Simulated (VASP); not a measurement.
# MnCuAs: the relaxed cell at several levels, part 2 of 7

Aim: relax MnCuAs with several functionals and dispersion schemes, and compare the cells. The start is a computed cell from the Materials Project.

VASP 6.6.1, plane waves and PAW; the level of theory is named at each step.

Still holding for the runs below: The k-mesh is coarse for a metal.

So far. Step 2 (Magnetic order: ferromagnetic): The run ends ferromagnetic with a largest moment of 3.18 μB, and the mesh shows no gap.

## Step 3: Magnetic order: antiferromagnetic within the cell

This step: LDA, spin-polarised from an antiferromagnetic start; plane waves and PAW (Mn_pv, Cu, As) (VASP 6.6.1).

Next, a pattern with opposite moments.

The input, INCAR:

```
SYSTEM = MnCuAs
PREC = Accurate
ENCUT = 400
EDIFF = 1E-06
NELM = 100
ISMEAR = -1
SIGMA = 0.05
LREAL = .FALSE.
ALGO = Normal
GGA = CA
NBANDS = 38
ISPIN = 2
MAGMOM = 4 -4 0.6 -0.6 0 0
LASPH = .TRUE.
LMAXMIX = 4
LORBIT = 11
LWAVE = .FALSE.
LCHARG = .FALSE.
KPAR = 8
ISIF = 2
```

The input, POSCAR:

```
MnCuAs
1.0
    3.6994910000      0.0000000000      0.0000000000
    0.0000000000      3.6994910000      0.0000000000
    0.0000000000      0.0000000000      6.4084220000
Mn Cu As
2 2 2
Direct
    0.0000000000      0.5000000000      0.1640200000
    0.5000000000      0.0000000000      0.8359800000
    0.0000000000      0.0000000000      0.5000000000
    0.5000000000      0.5000000000      0.5000000000
    0.0000000000      0.5000000000      0.7762460000
    0.5000000000      0.0000000000      0.2237540000
```

The input, KPOINTS:

```
Automatic mesh
0
Gamma
6 6 4
0 0 0
```

The projector-augmented-wave data sets are Mn_pv, Cu and As (PBE family, release 64).

Launch:

```console
> mpirun -np 8 vasp_std
```

Numbers of over 12 decimals in the logs are rounded to 6 here.

Output:

```text
[banner, memory and clock lines left out]
running    8 mpi-ranks, on    1 nodes
 distrk:  each k-point on    1 cores,    8 groups
 distr:  one band on    1 cores,    1 groups

 POSCAR found type information on POSCAR MnCuAs
 POSCAR found :  3 types and       6 ions
 [... a notice as in an earlier step ...]

 [... a notice as in an earlier step ...]

 LDA part: xc-table for (Slater(with rela. corr.)+CA(PZ))
 , standard interpolation
 POSCAR, INCAR and KPOINTS ok, starting setup
 FFT: planning ... GRIDC
 FFT: planning ... GRID_SOFT
 FFT: planning ... GRID
 WAVECAR not read
 entering main loop
       N       E                     dE             d eps       ncg     rms          rms(c)
DAV:   1     0.505319022261E+03    0.50532E+03   -0.25444E+04  8256   0.170E+03
DAV:   2     0.278180896776E+01   -0.50254E+03   -0.48627E+03  7344   0.436E+02
DAV:   3    -0.422607236635E+02   -0.45043E+02   -0.42024E+02  8600   0.149E+02
DAV:   4    -0.445523968162E+02   -0.22917E+01   -0.22658E+01 10262   0.342E+01
DAV:   5    -0.446121197874E+02   -0.59723E-01   -0.59700E-01  9310   0.559E+00    0.209E+01
DAV:   6    -0.426885494107E+02    0.19236E+01   -0.69002E+01 10068   0.138E+02    0.149E+01
DAV:   7    -0.398688823859E+02    0.28197E+01   -0.15298E+01  9188   0.625E+01    0.492E+00
DAV:   8    -0.399185344417E+02   -0.49652E-01   -0.21115E+00 11794   0.242E+01    0.385E+00
DAV:   9    -0.398556549877E+02    0.62879E-01   -0.45861E-01 11364   0.132E+01    0.185E+00
DAV:  10    -0.398413465396E+02    0.14308E-01   -0.54613E-02 10340   0.305E+00    0.762E-01
DAV:  11    -0.398399822968E+02    0.13642E-02   -0.12445E-02 11244   0.232E+00    0.258E-01
DAV:  12    -0.398401507560E+02   -0.16846E-03   -0.27757E-03 11022   0.436E-01    0.818E-02
DAV:  13    -0.398401689195E+02   -0.18164E-04   -0.13329E-04  8524   0.841E-02    0.364E-02
DAV:  14    -0.398401716523E+02   -0.27328E-05   -0.14329E-05  9958   0.923E-02    0.124E-02
DAV:  15    -0.398401724821E+02   -0.82975E-06   -0.47413E-06  6834   0.208E-02
   1 F= -.39840172E+02 E0= -.39830539E+02  d E =-.192664E-01  mag=    -0.0000
```

Wall time 14 s (8 MPI ranks of Intel Xeon 6975P-C (Granite Rapids), shared host); peak memory 2.3 GiB; 1.7 min of CPU time.

From OUTCAR (step 3):

```text
 Found     48 irreducible k-points:

   k-points           NKPTS =     48   k-points in BZ     NKDIM =     48   number of bands    NBANDS=     38

   NELECT =      58.0000    total number of electrons

 E-fermi :   7.5970

 spin component 1
 k-point     1 :       0.0000    0.0000    0.0000
  band No.  band energies     occupation
    ...
     26       5.5784      1.00000
     27       6.3281      1.00000
     28       6.8243      1.00000
     29       7.3450      0.99357
     30       7.3450      0.99357
     31       7.7707      0.03006
     32       8.4992      0.00000
     33       8.8362      0.00000
     34       8.8362      0.00000
     35       9.7446      0.00000
    ...

 k-point     2 :       0.1667    0.0000    0.0000
  band No.  band energies     occupation
    ...
     26       5.8934      1.00000
     27       5.9770      1.00000
     28       6.7133      1.00000
     29       7.3652      0.99038
     30       7.5432      0.74584
     31       7.9162      0.00168
     32       8.0850      0.00006
     33       9.1977      0.00000
     34       9.3320      0.00000
     35      10.3114      0.00000
    ...

 k-point     3 :       0.0000    0.1667    0.0000
  band No.  band energies     occupation
    ...
     26       5.8934      1.00000
     27       5.9770      1.00000
     28       6.7133      1.00000
     29       7.3652      0.99038
     30       7.5432      0.74585
     31       7.9162      0.00168
     32       8.0850      0.00006
     33       9.1977      0.00000
     34       9.3320      0.00000
     35      10.3114      0.00000
    ...

 k-point     4 :       0.3333    0.0000    0.0000
  band No.  band energies     occupation
    ...
     25       5.4949      1.00000
     26       5.7094      1.00000
     27       5.9166      1.00000
     28       6.7774      1.00000
     29       7.3104      0.99677
     30       7.9642      0.00065
     31       8.1103      0.00003
     32       8.6514      0.00000
     33       8.8040      0.00000
     34      10.3134      0.00000
    ...

  Total       -6.6412093     -6.6411088     -7.4178797      0.0000000      0.0000000      0.0000000
  in kB     -121.3172882   -121.3154527   -135.5049976      0.0000000      0.0000000      0.0000000
  external PRESSURE =    -126.0459128 kB  Pullay stress =       0.0000000 kB

 POSITION                                       TOTAL-FORCE (eV/Angst)
 -----------------------------------------------------------------------------------
      0.00000      1.84975      1.05111         0.000000      0.000000     -0.495996
      1.84975      0.00000      5.35731         0.000000      0.000000      0.495996
      0.00000      0.00000      3.20421         0.000000      0.000000      0.000002
      1.84975      1.84975      3.20421         0.000000      0.000000     -0.000002
      0.00000      1.84975      4.97451         0.000000      0.000000      0.085708
      1.84975      0.00000      1.43391         0.000000      0.000000     -0.085708
 -----------------------------------------------------------------------------------
    total drift:                                0.000000      0.000000      0.000000

  FREE ENERGIE OF THE ION-ELECTRON SYSTEM (eV)
  ---------------------------------------------------
  free  energy   TOTEN  =       -39.8401724821 eV

  energy  without entropy=      -39.8209060459  energy(sigma->0) =      -39.83053926

 total charge
# of ion       s       p       d       tot
------------------------------------------
    1        0.244   6.204   5.123  11.571
    2        0.244   6.204   5.123  11.571
    3        0.403   0.404   9.213  10.020
    4        0.403   0.404   9.213  10.020
    5        1.213   1.526   0.071   2.809
    6        1.213   1.526   0.071   2.809
--------------------------------------------------
tot          3.720  16.267  28.814  48.801

 magnetization (x)
# of ion       s       p       d       tot
------------------------------------------
    1        0.027   0.029   3.150   3.207
    2       -0.027  -0.029  -3.150  -3.207
    3        0.000   0.000   0.000   0.000
    4       -0.000  -0.000  -0.000  -0.000
    5       -0.008   0.016  -0.004   0.005
    6        0.008  -0.016   0.004  -0.005
--------------------------------------------------
tot          0.000   0.000   0.000   0.000

[... 7 parts as in an earlier step ...]

[... 5 further parts left out ...]
```

At this level the cell is under a tension of 12.6 GPa, so at these settings it is away from equilibrium.

Numbers from this step:

| Property | Result |
| --- | --- |
| bands | 38 |
| irreducible k-points | 48 |
| symmetry operations | 8 |
| free energy (TOTEN) | -39.84 eV |
| energy at zero smearing | -39.83 eV |
| Fermi energy | 7.597 eV |
| pressure | -12.60 GPa |

Spin moment in the PAW sphere by atom:

| atom | spin moment in the PAW sphere (μB) |
| --- | --- |
| Mn1 | 3.21 |
| Mn2 | -3.21 |
| Cu3 | 0.00 |
| Cu4 | 0.00 |
| As5 | 0.01 |
| As6 | -0.01 |

Force by atom:

```
atom  x (eV/Å)  y (eV/Å)  z (eV/Å)   size
 Mn1     0.000     0.000    -0.496  0.496
 Mn2     0.000     0.000     0.496  0.496
 Cu3     0.000     0.000     0.000  0.000
 Cu4     0.000     0.000     0.000  0.000
 As5     0.000     0.000     0.086  0.086
 As6     0.000     0.000    -0.086  0.086
```

The energy lies -48.5 meV an atom from the first pattern. The run ends antiferromagnetic with a largest moment of 3.21 μB, and the mesh shows no gap.

## Step 4: Magnetic order: antiferromagnetic, q = (0, 0, 1/2)

System of this step: MnCuAs. Symmetry: P4/nmm, No. 129, tetragonal system. The conventional cell has a = 3.699 Å, b = 3.699 Å, c = 6.408 Å, α = 90.00°, β = 90.00°, γ = 90.00°. Mn has 5 As at 2.49 to 2.64 Å and 4 Cu at 2.84 Å nearest. Nearest to Cu lie 4 As at 2.56 Å and 4 Cu at 2.62 Å and 4 Mn at 2.84 Å. Nearest to As lie 5 Mn at 2.49 to 2.64 Å and 4 Cu at 2.56 Å. Farther neighbours are not listed.

Next, a pattern with opposite moments, which needs a doubled cell; q is given in the reciprocal vectors of the primitive cell.

INCAR, as its differences from that of step 3:

```diff
@@ -10,5 +10,5 @@
 GGA = CA
-NBANDS = 38
+NBANDS = 77
 ISPIN = 2
-MAGMOM = 4 -4 0.6 -0.6 0 0
+MAGMOM = 4 -4 4 -4 0.6 -0.6 0.6 -0.6 0 0 0 0
 LASPH = .TRUE.
```

The input, POSCAR:

```
MnCuAs
1.0
    3.6994910000      0.0000000000      0.0000000000
    0.0000000000      3.6994910000      0.0000000000
    0.0000000000      0.0000000000     12.8168440000
Mn Cu As
4 4 4
Direct
    0.0000000000      0.5000000000      0.0820100000
    0.0000000000      0.5000000000      0.5820100000
    0.5000000000      0.0000000000      0.4179900000
    0.5000000000      0.0000000000      0.9179900000
    0.0000000000      0.0000000000      0.2500000000
    0.0000000000      0.0000000000      0.7500000000
    0.5000000000      0.5000000000      0.2500000000
    0.5000000000      0.5000000000      0.7500000000
    0.0000000000      0.5000000000      0.3881230000
    0.0000000000      0.5000000000      0.8881230000
    0.5000000000      0.0000000000      0.1118770000
    0.5000000000      0.0000000000      0.6118770000
```

The input, KPOINTS:

```
Automatic mesh
0
Gamma
6 6 2
0 0 0
```

Launch:

```console
> mpirun -np 8 vasp_std
```

Output:

```text
[banner, memory and clock lines left out]
running    8 mpi-ranks, on    1 nodes
 distrk:  each k-point on    1 cores,    8 groups
 distr:  one band on    1 cores,    1 groups

 POSCAR found type information on POSCAR MnCuAs
 POSCAR found :  3 types and      12 ions
 [... a notice as in an earlier step ...]

 [... a notice as in an earlier step ...]

 LDA part: xc-table for (Slater(with rela. corr.)+CA(PZ))
 , standard interpolation
 POSCAR, INCAR and KPOINTS ok, starting setup
 FFT: planning ... GRIDC
 FFT: planning ... GRID_SOFT
 FFT: planning ... GRID
 WAVECAR not read
 entering main loop
       N       E                     dE             d eps       ncg     rms          rms(c)
DAV:   1     0.119501182387E+04    0.11950E+04   -0.47315E+04  6712   0.168E+03
DAV:   2     0.809871567574E+02   -0.11140E+04   -0.10677E+04  6170   0.477E+02
DAV:   3    -0.762755101534E+02   -0.15726E+03   -0.13862E+03  6483   0.189E+02
DAV:   4    -0.888977763989E+02   -0.12622E+02   -0.12198E+02  9440   0.576E+01
DAV:   5    -0.891982878920E+02   -0.30051E+00   -0.29942E+00  9323   0.105E+01    0.295E+01
DAV:   6    -0.851655549279E+02    0.40327E+01   -0.13133E+02  8561   0.137E+02    0.214E+01
DAV:   7    -0.793213587393E+02    0.58442E+01   -0.29056E+01  7825   0.640E+01    0.701E+00
DAV:   8    -0.796503084557E+02   -0.32895E+00   -0.44243E+00  9843   0.273E+01    0.665E+00
DAV:   9    -0.795287960737E+02    0.12151E+00   -0.14719E+00  9720   0.206E+01    0.298E+00
DAV:  10    -0.794983666444E+02    0.30429E-01   -0.23058E-01  9320   0.609E+00    0.129E+00
DAV:  11    -0.794950411009E+02    0.33255E-02   -0.37732E-02  9328   0.278E+00    0.589E-01
DAV:  12    -0.794965923365E+02   -0.15512E-02   -0.87412E-03 10280   0.972E-01    0.229E-01
DAV:  13    -0.794975873111E+02   -0.99497E-03   -0.20288E-03  7451   0.295E-01    0.138E-01
DAV:  14    -0.794980288318E+02   -0.44152E-03   -0.25907E-04  8872   0.187E-01    0.613E-02
DAV:  15    -0.794981082171E+02   -0.79385E-04   -0.16679E-04  8491   0.104E-01    0.215E-02
DAV:  16    -0.794981106500E+02   -0.24329E-05   -0.26119E-05  8560   0.384E-02    0.110E-02
DAV:  17    -0.794981110402E+02   -0.39020E-06   -0.30213E-06  4993   0.107E-02
   1 F= -.79498111E+02 E0= -.79470659E+02  d E =-.549047E-01  mag=     0.0000
```

It took 41 s on 8 MPI ranks; peak memory 3.3 GiB.

Parts of OUTCAR (step 4):

```text
  LATTYP: Found a simple tetragonal cell.
 ALAT       =     3.6994910000
 C/A-ratio  =     3.4644884931

 Found     20 irreducible k-points:

   k-points           NKPTS =     20   k-points in BZ     NKDIM =     20   number of bands    NBANDS=     77

   dimension x,y,z NGX =    24 NGY =   24 NGZ =   84
   dimension x,y,z NGXF=    48 NGYF=   48 NGZF=  168

   ENCUT  =  400.0 eV  29.40 Ry    5.42 a.u.   6.03  6.03 20.90*2*pi/ulx,y,z

   NELECT =     116.0000    total number of electrons

 E-fermi :   7.5919

 spin component 1
 k-point     1 :       0.0000    0.0000    0.0000
  band No.  band energies     occupation
    ...
     54       6.5709      1.00000
     55       6.6697      1.00000
     56       6.8476      1.00000
     57       6.8476      1.00000
     58       7.0256      0.99999
     59       7.6985      0.10601
     60       7.6985      0.10601
     61       7.7669      0.02932
     62       7.7990      0.01563
     63       8.3800      0.00000
    ...

 k-point     2 :       0.1667    0.0000    0.0000
  band No.  band energies     occupation
    ...
     55       6.7343      1.00000
     56       6.7568      1.00000
     57       6.7882      1.00000
     58       7.3832      0.98484
     59       7.5304      0.77362
     60       7.6334      0.30335
     61       7.9447      0.00086
     62       8.1560      0.00001
     63       8.3114      0.00000
     64       8.5783      0.00000
    ...

 k-point     3 :       0.3333    0.0000    0.0000
  band No.  band energies     occupation
    ...
     53       5.9915      1.00000
     54       6.3192      1.00000
     55       6.5522      1.00000
     56       6.5616      1.00000
     57       7.5738      0.58932
     58       7.6933      0.11629
     59       7.9945      0.00032
     60       8.0486      0.00011
     61       8.0885      0.00005
     62       8.1561      0.00001
    ...

 k-point     4 :       0.5000    0.0000    0.0000
  band No.  band energies     occupation
    ...
     52       5.7890      1.00000
     53       6.1016      1.00000
     54       6.1016      1.00000
     55       6.5965      1.00000
     56       6.5965      1.00000
     57       7.7068      0.09116
     58       7.7068      0.09116
     59       8.0242      0.00018
     60       8.0242      0.00018
     61       8.4001      0.00000
    ...

  Total      -12.4477308    -12.4477308    -14.0319145      0.0000000     -0.0000000      0.0000000
  in kB     -113.6935226   -113.6935226   -128.1629405      0.0000000     -0.0000000      0.0000000
  external PRESSURE =    -118.5166619 kB  Pullay stress =       0.0000000 kB

  energy-cutoff  :      400.00
  volume of cell :      175.41
      direct lattice vectors                 reciprocal lattice vectors
     3.699491000  0.000000000  0.000000000     0.270307456  0.000000000  0.000000000
     0.000000000  3.699491000  0.000000000     0.000000000  0.270307456  0.000000000
     0.000000000  0.000000000 12.816844000     0.000000000  0.000000000  0.078022327

 POSITION                                       TOTAL-FORCE (eV/Angst)
 -----------------------------------------------------------------------------------
      0.00000      1.84975      1.05111        -0.000000     -0.000000     -0.495430
      0.00000      1.84975      7.45953        -0.000000     -0.000000     -0.495430
      1.84975      0.00000      5.35731         0.000000      0.000000      0.495430
      1.84975      0.00000     11.76573         0.000000      0.000000      0.495430
      0.00000      0.00000      3.20421        -0.000000     -0.000000      0.000000
      0.00000      0.00000      9.61263        -0.000000      0.000000      0.000000
      1.84975      1.84975      3.20421        -0.000000     -0.000000      0.000000
      1.84975      1.84975      9.61263         0.000000      0.000000     -0.000000
      0.00000      1.84975      4.97451        -0.000000     -0.000000      0.149387
      0.00000      1.84975     11.38293        -0.000000      0.000000      0.149387
      1.84975      0.00000      1.43391         0.000000      0.000000     -0.149387
      1.84975      0.00000      7.84233         0.000000     -0.000000     -0.149387
 -----------------------------------------------------------------------------------
    total drift:                                0.000000      0.000000      0.000000

  FREE ENERGIE OF THE ION-ELECTRON SYSTEM (eV)
  ---------------------------------------------------
  free  energy   TOTEN  =       -79.4981110402 eV

  energy  without entropy=      -79.4432063220  energy(sigma->0) =      -79.47065868

 total charge
# of ion       s       p       d       tot
------------------------------------------
    1        0.246   6.204   5.120  11.570
    2        0.246   6.204   5.120  11.570
    3        0.246   6.204   5.120  11.570
    4        0.246   6.204   5.120  11.570
    5        0.405   0.402   9.213  10.019
    6        0.405   0.402   9.213  10.019
    7        0.405   0.402   9.213  10.019
    8        0.405   0.402   9.213  10.019
    9        1.217   1.528   0.070   2.814
   10        1.217   1.528   0.070   2.814
   11        1.217   1.528   0.070   2.814
   12        1.217   1.528   0.070   2.814
--------------------------------------------------
tot          7.473  32.532  57.610  97.614

 magnetization (x)
# of ion       s       p       d       tot
------------------------------------------
    1        0.027   0.028   3.187   3.242
    2       -0.027  -0.028  -3.187  -3.242
    3        0.027   0.028   3.187   3.242
    4       -0.027  -0.028  -3.187  -3.242
    5       -0.012  -0.005   0.051   0.034
    6        0.012   0.005  -0.051  -0.034
    7       -0.012  -0.005   0.051   0.034
    8        0.012   0.005  -0.051  -0.034
    9        0.013   0.006   0.004   0.023
   10       -0.013  -0.006  -0.004  -0.023
   11        0.013   0.006   0.004   0.023
   12       -0.013  -0.006  -0.004  -0.023
--------------------------------------------------
tot          0.000   0.000  -0.000  -0.000

[... 2 parts as in an earlier step ...]

[... 6 further parts left out ...]
```

At this level the cell is under a tension of 11.9 GPa, so at these settings it is away from equilibrium.

This step gave:

```yaml
scf_cycles: 17
electrons: 116
bands: 77
irreducible_k_points: 20
symmetry_operations: 16
free_energy_toten: -79.4981 eV
energy_at_zero_smearing: -79.4707 eV
fermi_energy: 7.592 eV
pressure: -11.85 GPa
```

Spin moment in the PAW sphere by atom:

| atom | spin moment in the PAW sphere (μB) |
| --- | --- |
| Mn1 | 3.24 |
| Mn2 | -3.24 |
| Mn3 | 3.24 |
| Mn4 | -3.24 |
| Cu5 | 0.03 |
| Cu6 | -0.03 |
| Cu7 | 0.03 |
| Cu8 | -0.03 |
| As9 | 0.02 |
| As10 | -0.02 |
| As11 | 0.02 |
| As12 | -0.02 |

Force by atom:

| atom | x (eV/Å) | y (eV/Å) | z (eV/Å) | size |
| --- | --- | --- | --- | --- |
| Mn1 | 0.000 | 0.000 | -0.495 | 0.495 |
| Mn2 | 0.000 | 0.000 | -0.495 | 0.495 |
| Mn3 | 0.000 | 0.000 | 0.495 | 0.495 |
| Mn4 | 0.000 | 0.000 | 0.495 | 0.495 |
| Cu5 | 0.000 | 0.000 | 0.000 | 0.000 |
| Cu6 | 0.000 | 0.000 | 0.000 | 0.000 |
| Cu7 | 0.000 | 0.000 | 0.000 | 0.000 |
| Cu8 | 0.000 | 0.000 | 0.000 | 0.000 |
| As9 | 0.000 | 0.000 | 0.149 | 0.149 |
| As10 | 0.000 | 0.000 | 0.149 | 0.149 |
| As11 | 0.000 | 0.000 | -0.149 | 0.149 |
| As12 | 0.000 | 0.000 | -0.149 | 0.149 |

The energy lies -32.6 meV an atom from the first pattern. The run ends antiferromagnetic with a largest moment of 3.24 μB, and the mesh shows no gap.

[end of part 2 of 7]

[Lines on the potential files, build, host, timing and source positions are cut from VASP's logs without a mark.]

[Logs are printed without paths, hosts, clocks, repeated set-up lines and the standing remarks that a program may print on its own settings, such as how far it seeks lower states.]

[Hosts, paths, dates, database ids (printed as entryN), source tags and the programs' standing remarks are cut or masked in the printed files.]

[A measured line is paired with the nearest computed mode of its activity, which favours agreement.]
